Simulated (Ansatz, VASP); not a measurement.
## BP in two plane-wave programs

One calculation is typed for both programs; each brings its own data sets. How far apart do they land? The cell is taken from a series of runs on this material, whose earlier steps may have relaxed, scaled, displaced or heated it; both programs get it as it stands.

Main program and level: Ansatz 0.2.0; plane waves, with VASP 6.6.1 beside it; zone-centre phonons at LDA.

### Step 1. The starting structure

Symmetry: F-43m, No. 216, cubic system. Conventional cell: a = 4.491 Å, b = 4.491 Å, c = 4.491 Å, α = 90.00°, β = 90.00°, γ = 90.00°. Nearest to B lie 4 P at 1.94 Å. Nearest to P lie 4 B at 1.94 Å. Farther neighbours are not listed.

### Step 2. Ansatz: zone-centre phonons, LDA

Ansatz runs on its PAW soft_1 files.

Second derivatives magnify differences that forces hide, and they need a tight electronic threshold.

Input file input.yaml:

```yaml
crystal:
  lattice:
    - [0.0, 2.2452912016, 2.2452912016]
    - [2.2452912016, 0.0, 2.2452912016]
    - [2.2452912016, 2.2452912016, 0.0]
  atoms:
    - { symbol: B, position: [0.0, 0.0, 0.0] }
    - { symbol: P, position: [0.75, 0.75, 0.75] }
total_charge: -0.004528
kpoints:
  mp_grid: { grid: [29, 29, 29] }
hamiltonian:
  xc: lda
  pseudopotentials: { kind: paw, azcp: { folder: soft_1 }, xc_functional: pbe }
scf:
  occupations: { method: fermi_dirac, width: 0.03 }
output:
  eigenvalues: true
phonons:
  method: dfpt
```

Started as:

```console
$ ansatz run input.yaml --threads 8 --pin off --max-ram 16384MiB --backend cpu --events-out ev --progress --plain --runs-dir out
```

Numbers of over 12 decimals in the logs are rounded to 6 here.

The log of the run:

```text
zone centre: on kpoints.mp_grid the ground state, and the responses unless they are solved on pairs of k-points, stand on 1800 of the mesh's 24389 k-points, reduced under 8 symmetry operations, with k and −k counted as one. Each operation leaves every solved displacement unchanged or reverses it
Engine: ansatz 0.2.0, aarch64-unknown-linux-gnu
Pseudopotentials: kind: paw
Pseudopotential: B, paw, valence charge 3, recommended cutoff 420 eV (normal), soft_1/B.paw.azcp
Pseudopotential: P, paw, valence charge 5, recommended cutoff 420 eV (normal), soft_1/P.paw.azcp
Functional definition: SPW92
  exchange = slater_x
  correlation = pw_c
Crystal: 2 atoms, lattice volume = 22.639 Å³
Basis set: ecut = 420 eV, 459 PW (Γ), exchange–correlation on 48×48×48 points (8 copies of the dense FFT grid, shifted against one another)
Bands: 9, of which v1, the nominal top of the filled ones, is band 4 counted from 1 (3 counted from 0)
Symmetry: 24 space group operations
k-points: 1800 of 24389 (irreducible under 8 space group operations, time reversal used)
Non-local potential: B, projectors of the file, l = 0: 2, l = 1: 2, l = 2: 1
Non-local potential: P, projectors of the file, l = 0: 2, l = 1: 2, l = 2: 1
PAW form: soft (Blöchl's): semilocal exchange-correlation on the pseudo side does not see the compensation charge
PAW frozen core: B, regenerated for the run's functional, and the local potential with it (the file was generated under x = pbe(κ = 0.804, μ = 0.219515), c = pbe(β = 0.066725))
PAW frozen core: P, regenerated for the run's functional, and the local potential with it (the file was generated under x = pbe(κ = 0.804, μ = 0.219515), c = pbe(β = 0.066725))
PAW one-centre angular grid: B, 110 points (default); XC on 64 Gauss nodes
PAW one-centre angular grid: P, 110 points (default); XC on 64 Gauss nodes
Initial density: superposition of atomic densities (chi_scale 0.1, normalization cell, long waves kept (reshape's long-wave potential 0.00 eV rms))
Initial wavefunctions: pseudopotential atomic-orbital guess
Functional: x = slater, c = lda
SCF iter   1: F=—  HF=-877.433816 eV  |F-HF|=—  |Δ(HF+E_count)|=         —  Δρ=9.62e-2  dr2=2.35e0  ethr=3.10e-3  ⟨swp⟩=6.4  Hψ=145626  notcnv=0
preconditioner: auto → none  [metal: Δε(μ)=0.012 eV  Ē_g=14.238 eV  σ=0.030 eV  W_gap=0.10  n_scr=0 (ndim 8)  ℏωp=22.1 eV  f_vac=0.000  D(μ)=0.07/eV (n_scr^D=0)]
SCF iter   2: F=—  HF=-876.646245 eV  |F-HF|=—  |Δ(HF+E_count)|=   7.88e-1  Δρ=3.00e-2  dr2=1.56e-1  ethr=3.10e-3  ⟨swp⟩=2.9  Hψ=46370  notcnv=0  defer=1571
SCF iter   3: F=—  HF=-876.594733 eV  |F-HF|=—  |Δ(HF+E_count)|=   5.15e-2  Δρ=1.13e-2  dr2=1.81e-2  ethr=1.95e-3  ⟨swp⟩=3.0  Hψ=29208  notcnv=0  defer=1571
SCF iter   4: F=—  HF=-876.589342 eV  |F-HF|=—  |Δ(HF+E_count)|=   5.39e-3  Δρ=1.58e-3  dr2=2.63e-4  ethr=2.26e-4  ⟨swp⟩=3.0  Hψ=28641  notcnv=0  defer=1571
SCF iter   5: F=—  HF=-876.589289 eV  |F-HF|=—  |Δ(HF+E_count)|=   5.28e-5  Δρ=5.91e-5  dr2=2.85e-7  ethr=3.28e-6  ⟨swp⟩=2.1  Hψ=19557  notcnv=0  defer=1571
SCF iter   6: F=—  HF=-876.589289 eV  |F-HF|=—  |Δ(HF+E_count)|=   1.85e-7  Δρ=1.13e-5  dr2=1.25e-8  ethr=3.56e-9  ⟨swp⟩=2.4  Hψ=23351  notcnv=0  defer=1571
SCF iter   7: F=—  HF=-876.589289 eV  |F-HF|=—  |Δ(HF+E_count)|=   1.45e-9  Δρ=5.26e-7  dr2=7.96e-11  ethr=1.56e-10  ⟨swp⟩=2.0  Hψ=21230  notcnv=0  defer=1571
SCF iter   8: F=-876.589289 eV  HF=-876.589289 eV  |F-HF|=3.41e-13  |Δ(HF+E_count)|=  3.42e-11  Δρ=8.83e-9  dr2=1.62e-14  ethr=1.00e-12  ⟨swp⟩=11.9  Hψ=101239  notcnv=0
SCF 1 converged in 8 iterations: F = -876.589289 eV  dr2 = 1.62e-14
  greatest PAW one-centre occupation: 0.763 electrons in one spin orbital (limit 2), on the P atom at site 1 (counted from 0), in its partial waves of l = 0
DFPT response loops at Γ: preconditioner auto → Kerker (q_TF=auto, 2.294 Å⁻¹) (partly filled bands, converged f_vac=0.000); β = 1.00, the filter's whole step (`scf.mixing.beta` (0.50) is not read by the response loops under this deck's `scf.mixing.preconditioner`; to damp them name `kerker` or `kerker_dos`, under which they read `scf.mixing.beta`, and type it under 1.00, their step now; both keys bind the ground state too); Broyden in place of MSR1
SCF converged after 8 iterations
Free energy (F): -876.589289 eV
Harris-Foulkes:  -876.589289 eV  (|F-HF|=3.41e-13)
Internal energy: -876.589074 eV  (E = F + TS)
E sigma→0 (E₀):  -876.589182 eV
Entropy (-TS):   -0.000215 eV (-0.107 meV/atom)
Fermi energy:    10.686244 eV
--- Per-component energies (eV) ---
  E_band       = 23.090120
  E_kinetic    = 122.492502
  E_local      = -61.151682  (includes V_loc(G=0)·N_el)
  E_nonlocal   = 41.781488
  E_hartree    = 16.685607
  E_xc         = -106.623080
  E_vxc        = -102.086149  (∫ρ·V_xc dr)
  E_paw        = -601.430984  (= ΣΔE_a)
  E_vpaw       = -11.317262  (= ΣTr[D̂ρ^β])
  E_aug_tail   = 0.000009  (compensation charges beyond the density's cutoff)
  E_ewald      = -288.506121
  E_core_change = 0.163186  (= ΣΔE_core)
  E_smearing   = -0.000215  (= −TS)
  E_closure    = 0.000000  (closes the sum)
  E_deformation_potential = -0.075838  (in the stress; not in F)
  Σ components = -876.589289   (vs F -876.589289, Δ=0.00e0)
--- Band table (eV; the first three rows and the last of 1800) ---
  k-point 0: bands = ["-6.2109", "9.4642", "9.4642", "9.4642", "12.8896", "12.8896", "12.8896", "17.2898", "20.9400"]
  k-point 1: bands = ["-6.1889", "9.2719", "9.4232", "9.4232", "12.9460", "12.9460", "12.9763", "17.3498", "21.0144"]
  k-point 2: bands = ["-6.1230", "8.7673", "9.3096", "9.3096", "13.1028", "13.1028", "13.1687", "17.5250", "21.2025"]
  k-point 1799: bands = ["-0.9387", "1.4098", "3.5208", "3.9104", "14.6417", "16.0640", "16.7970", "17.3010", "22.2720"]
--- Phonons (Γ-DFPT): 2 representative perturbations + reference, on 1800 of 24389 k-points (Σ response iterations 5) ---
  k mesh reduced under 8 symmetry operations, with k and −k counted as one. Each operation leaves every solved displacement unchanged or reverses it
  ASR residual: 3.253e-6 → 0.000e0 eV/Å²; symmetrization residual: 9.059e-8 eV/Å²
  ASR residual per site (eV/Å²): 3.25e-6 1.03e-6
  Γ frequencies (cm⁻¹): 0.00 0.00 0.00 819.58 819.58 819.58
  non-analytic LO–TO correction: not included (Born effective charges unavailable; polar crystals: no LO–TO splitting at Γ)
```

### Step 3. VASP: zone-centre phonons, LDA

The same cell, functional (in two slightly different forms), mesh and smearing now go to VASP, with its own data sets.

Lines of VASP's logs that name or quote its potential files are left out, and so is its time.

Input file INCAR:

```
SYSTEM = BP
PREC = Accurate
ENCUT = 500
EDIFF = 1E-08
NELM = 120
ISMEAR = -1
SIGMA = 0.03
LREAL = .FALSE.
ALGO = Normal
GGA = PW92
NELECT = 8.004528
NBANDS = 10
LORBIT = 11
LWAVE = .FALSE.
LCHARG = .FALSE.
ISIF = 2
IBRION = 8
LASPH = .TRUE.
GGA_COMPAT = .FALSE.
KPAR = 2
```

Input file POSCAR:

```
BP
1.0
    0.0000000000      2.2452912016      2.2452912016
    2.2452912016      0.0000000000      2.2452912016
    2.2452912016      2.2452912016      0.0000000000
B P
1 1
Direct
    0.0000000000      0.0000000000      0.0000000000
    0.7500000000      0.7500000000      0.7500000000
```

Input file KPOINTS:

```
Automatic mesh
0
Gamma
29 29 29
0 0 0
```

Potentials, in the order of the species: B and P (LDA family, release 64).

Started as:

```console
$ mpirun -np 2 vasp_std
```

The log of the run:

```text
[banner, memory and clock lines left out]
running    2 mpi-ranks, on    1 nodes
 distrk:  each k-point on    1 cores,    2 groups
 distr:  one band on    1 cores,    1 groups

 POSCAR found type information on POSCAR B P
 POSCAR found :  2 types and       2 ions
|                                                                             |
|               ----> ADVICE to this user running VASP <----                  |
|                                                                             |
|     You enforced a specific xc type in the INCAR file but a different       |
|     [... a line on the potential file left out ...]
|     I HOPE YOU KNOW WHAT YOU ARE DOING!                                     |
|                                                                             |

 LDA part: xc-table for (Slater(with rela. corr.)+PW92), standard interpolation
 POSCAR, INCAR and KPOINTS ok, starting setup
 FFT: planning ... GRIDC
 FFT: planning ... GRID_SOFT
 FFT: planning ... GRID
 WAVECAR not read
 entering main loop
       N       E                     dE             d eps       ncg     rms          rms(c)
DAV:   1     0.733780297783E+01    0.73378E+01   -0.39523E+03 13640   0.699E+02
DAV:   2    -0.147230497258E+02   -0.22061E+02   -0.21028E+02 19040   0.111E+02
DAV:   3    -0.152627653777E+02   -0.53972E+00   -0.53850E+00 16824   0.161E+01
DAV:   4    -0.152648839325E+02   -0.21186E-02   -0.21183E-02 16742   0.114E+00
DAV:   5    -0.152648939991E+02   -0.10067E-04   -0.10068E-04 16270   0.733E-02BRMIX: very serious problems
 the old and the new charge density differ
 old charge density:     8.00000 new    8.00453
BRMIX: very serious problems
 the old and the new charge density differ
 old charge density:     8.00000 new    8.00453
    0.767E+00
DAV:   6    -0.144993219213E+02    0.76557E+00   -0.17773E+00 15132   0.626E+00    0.406E+00
DAV:   7    -0.143763167128E+02    0.12301E+00   -0.29454E-01 17402   0.291E+00    0.130E+00
DAV:   8    -0.143632891371E+02    0.13028E-01   -0.35331E-02 16218   0.105E+00    0.244E-01
DAV:   9    -0.143633193738E+02   -0.30237E-04   -0.73872E-04 15396   0.205E-01    0.161E-01
DAV:  10    -0.143633152654E+02    0.41083E-05   -0.14152E-04 15112   0.716E-02    0.350E-02
DAV:  11    -0.143633171293E+02   -0.18638E-05   -0.58379E-06 17076   0.134E-02    0.374E-02
DAV:  12    -0.143633168102E+02    0.31905E-06   -0.19310E-06 15478   0.630E-03    0.892E-03
DAV:  13    -0.143633168180E+02   -0.77767E-08   -0.64683E-08 16376   0.170E-03
   1 F= -.14363317E+02 E0= -.14363210E+02  d E =-.214501E-03
 Linear response reoptimize wavefunctions to high precision
DAV:   1    -0.143633168147E+02    0.32511E-08   -0.12472E-08 15260   0.522E-04
DAV:   2    -0.143633168148E+02   -0.29104E-10   -0.24898E-10  7792   0.130E-04
 Linear response DOF=           2
 Linear response progress:
  Degree of freedom:   1/  2
       N       E                     dE             d eps       ncg     rms          rms(c)
RMM:   1    -0.466045543491E-01   -0.46605E-01   -0.80599E-03168172   0.116E+00
RMM:   2    -0.428176535461E-01    0.37869E-02   -0.11108E-03106393   0.243E-01    0.154E-01
RMM:   3    -0.427698793665E-01    0.47774E-04   -0.22728E-04110184   0.944E-02    0.805E-02
RMM:   4    -0.431845408892E-01   -0.41466E-03   -0.22201E-04107855   0.888E-02    0.971E-03
RMM:   5    -0.431606388535E-01    0.23902E-04   -0.73410E-07114885   0.111E-02    0.121E-03
RMM:   6    -0.431626388357E-01   -0.20000E-05    0.42475E-08115038   0.136E-03    0.446E-04
RMM:   7    -0.431611981585E-01    0.14407E-05    0.52997E-08116915   0.358E-04    0.109E-04
RMM:   8    -0.431614397273E-01   -0.24157E-06    0.12828E-08119742   0.658E-05    0.319E-05
RMM:   9    -0.431614094315E-01    0.30296E-07   -0.92643E-09121729   0.246E-05    0.344E-06
RMM:  10    -0.431614335941E-01   -0.24163E-07   -0.67145E-09121306   0.851E-06    0.144E-06
RMM:  11    -0.431614247640E-01    0.88302E-08    0.45366E-09106675   0.540E-06    0.188E-07
 first order change of Fermi-energy   0.20093E-04
 force on displaced ion       1 direction 1 : -19.686   0.000   0.000
 Linear response progress:
  Degree of freedom:   2/  2
       N       E                     dE             d eps       ncg     rms          rms(c)
RMM:   1    -0.438554229680E-01   -0.43855E-01    0.54548E-04157991   0.143E+00
RMM:   2    -0.409960817275E-01    0.28593E-02   -0.10615E-03104626   0.222E-01    0.151E-01
RMM:   3    -0.410041100619E-01   -0.80283E-05   -0.44103E-05111500   0.373E-02    0.856E-02
RMM:   4    -0.412877170397E-01   -0.28361E-03   -0.33373E-05110757   0.359E-02    0.791E-03
RMM:   5    -0.412569385467E-01    0.30778E-04   -0.32923E-06116689   0.612E-03    0.382E-03
RMM:   6    -0.412516946454E-01    0.52439E-05   -0.25554E-07115781   0.828E-04    0.241E-03
RMM:   7    -0.412515294666E-01    0.16518E-06    0.42392E-08117332   0.413E-04    0.119E-04
RMM:   8    -0.412510461394E-01    0.48333E-06    0.36622E-08118305   0.711E-05    0.511E-05
RMM:   9    -0.412509693320E-01    0.76807E-07    0.29764E-08121400   0.236E-05    0.389E-06
RMM:  10    -0.412509812616E-01   -0.11930E-07    0.35903E-08122313   0.715E-06    0.536E-06
RMM:  11    -0.412509732452E-01    0.80164E-08    0.31009E-08105035   0.499E-06    0.308E-07
 first order change of Fermi-energy   0.12629E-04
 force on displaced ion       2 direction 1 : -19.688  -0.000  -0.000
 Linear response finished
```

Parts of OUTCAR (step 3):

```text
NELECT = 8.004528

 ion  position               nearest neighbor table
   1  0.000  0.000  0.000-   2 1.94   2 1.94   2 1.94   2 1.94
   2  0.750  0.750  0.750-   1 1.94   1 1.94   1 1.94   1 1.94

  LATTYP: Found a face centered cubic cell.
 ALAT       =     4.4905824032

 Subroutine GETGRP returns: Found 24 space group operations
 (whereof 24 operations were pure point group operations)

The static configuration has the point symmetry T_d .

 Found    680 irreducible k-points:

   k-points           NKPTS =    680   k-points in BZ     NKDIM =    680   number of bands    NBANDS=     10

   dimension x,y,z NGX =    24 NGY =   24 NGZ =   24
   dimension x,y,z NGXF=    48 NGYF=   48 NGZF=   48

   ENCUT  =  500.0 eV  36.75 Ry    6.06 a.u.   5.79  5.79  5.79*2*pi/ulx,y,z

 k-points in reciprocal lattice and weights: Automatic mesh
   0.00000000  0.00000000  0.00000000       0.000
   0.03448276  0.00000000  0.00000000       0.000
   0.06896552  0.00000000  0.00000000       0.000
   0.10344828  0.00000000  0.00000000       0.000
   0.13793103  0.00000000  0.00000000       0.000
   0.17241379  0.00000000  0.00000000       0.000
   0.20689655  0.00000000  0.00000000       0.000
   0.24137931  0.00000000  0.00000000       0.000
   0.27586207  0.00000000  0.00000000       0.000
[...]
-0.27586207  0.48275862  0.20689655       0.001
  -0.27586207  0.48275862  0.24137931       0.001

 average (electrostatic) potential at core
       1 -29.5518       2 -81.9103

  Total        0.0051397      0.0051397      0.0051397      0.0000000      0.0000000      0.0000000
  in kB        0.3637482      0.3637482      0.3637482      0.0000000      0.0000000      0.0000000
  external PRESSURE =       0.3637482 kB  Pullay stress =       0.0000000 kB

  energy-cutoff  :      500.00
  volume of cell :       22.64
      direct lattice vectors                 reciprocal lattice vectors
     0.000000000  2.245291202  2.245291202    -0.222688264  0.222688264  0.222688264
     2.245291202  0.000000000  2.245291202     0.222688264 -0.222688264  0.222688264
     2.245291202  2.245291202  0.000000000     0.222688264  0.222688264 -0.222688264

 POSITION                                       TOTAL-FORCE (eV/Angst)
 -----------------------------------------------------------------------------------
      0.00000      0.00000      0.00000        -0.000000      0.000000      0.000000
      3.36794      3.36794      3.36794         0.000000     -0.000000      0.000000
 -----------------------------------------------------------------------------------
    total drift:                               -0.000000     -0.000000     -0.000000

 Eigenvectors and eigenvalues of the dynamical matrix
 ----------------------------------------------------

   1 f  =   24.502540 THz   153.954001 2PiTHz  817.316769 cm-1   101.334319 meV
             X         Y         Z           dx          dy          dz
      0.000000  0.000000  0.000000     0.860959    0.000000    0.000000
      3.367937  3.367937  3.367937    -0.508674    0.000000    0.000000

   2 f  =   24.502540 THz   153.954001 2PiTHz  817.316769 cm-1   101.334319 meV
             X         Y         Z           dx          dy          dz
      0.000000  0.000000  0.000000    -0.000000    0.860959    0.000000
      3.367937  3.367937  3.367937    -0.000000   -0.508674    0.000000

   3 f  =   24.502540 THz   153.954001 2PiTHz  817.316769 cm-1   101.334319 meV
             X         Y         Z           dx          dy          dz
      0.000000  0.000000  0.000000    -0.000000   -0.000000   -0.860959
      3.367937  3.367937  3.367937    -0.000000   -0.000000    0.508674

   4 f/i=    0.000547 THz     0.003436 2PiTHz    0.018242 cm-1     0.002262 meV
             X         Y         Z           dx          dy          dz
      0.000000  0.000000  0.000000    -0.358084    0.216085    0.289538
      3.367937  3.367937  3.367937    -0.606077    0.365737    0.490059

   5 f/i=    0.000547 THz     0.003436 2PiTHz    0.018242 cm-1     0.002262 meV
             X         Y         Z           dx          dy          dz
      0.000000  0.000000  0.000000     0.248657    0.443148   -0.023202
      3.367937  3.367937  3.367937     0.420866    0.750054   -0.039270

   6 f/i=    0.000547 THz     0.003436 2PiTHz    0.018242 cm-1     0.002262 meV
             X         Y         Z           dx          dy          dz
      0.000000  0.000000  0.000000    -0.262096    0.125203   -0.417586
      3.367937  3.367937  3.367937    -0.443613    0.211913   -0.706789

 ELASTIC MODULI CONTR FROM IONIC RELAXATION (kBar)
 Direction    XX          YY          ZZ          XY          YZ          ZX
 --------------------------------------------------------------------------------
 XX          -0.0000      0.0000     -0.0000     -0.0000      0.0000     -0.0000
 YY           0.0000     -0.0000      0.0000      0.0000     -0.0000      0.0000
 ZZ          -0.0000      0.0000     -0.0000      0.0000      0.0000      0.0000
 XY          -0.0000      0.0000      0.0000   -224.3092     -0.0000     -0.0000
 YZ           0.0000     -0.0000      0.0000     -0.0000   -224.3092     -0.0000
 ZX          -0.0000      0.0000      0.0000     -0.0000     -0.0000   -224.3092
 --------------------------------------------------------------------------------
```

The cell is charged against a uniform background.

### Step 4. Comparison

Known differences besides the potentials themselves: the cutoff is 420 eV in Ansatz and 500 eV in VASP; VASP's log shows a relativistic correction to its local exchange, Ansatz's none. Total energies have different zeros and are not compared.

The two programs side by side:

```csv
quantity,Ansatz,VASP,difference
optical mode 1 to 3 (cm⁻¹),819.6,817.3,+0.28 %
```

Modes are paired by rising frequency, not by their patterns, so a pair may set unlike modes beside each other; they are those without the splitting of longitudinal modes. The cell carries a charge of -0.004528 e against a uniform background, so its pressure also hangs on how the neutralising background is counted, and in a defect's cell a gap may be the spacing between its levels.

### Step 5. Outcome

```
r.m.s. difference of the optical zone-centre modes, each program's sorted by frequency (zone-centre phonons, LDA) : 2.3 cm⁻¹
```

What this shows: The r.m.s. difference of the optical zone-centre modes, each program's sorted by frequency is 2.3 cm⁻¹ (zone-centre phonons, LDA). Such differences can come from data sets, numerical settings and the points named under the comparisons, not from the functional's error against experiment.

[Lines on the potential files, build, host, timing and source positions are cut from VASP's logs without a mark.]

[Logs are printed without paths, hosts, clocks, repeated set-up lines and the standing remarks that a program may print on its own settings, such as how far it seeks lower states.]

[Hosts, paths, dates, database ids (printed as entryN), source tags and the programs' standing remarks are cut or masked in the printed files.]
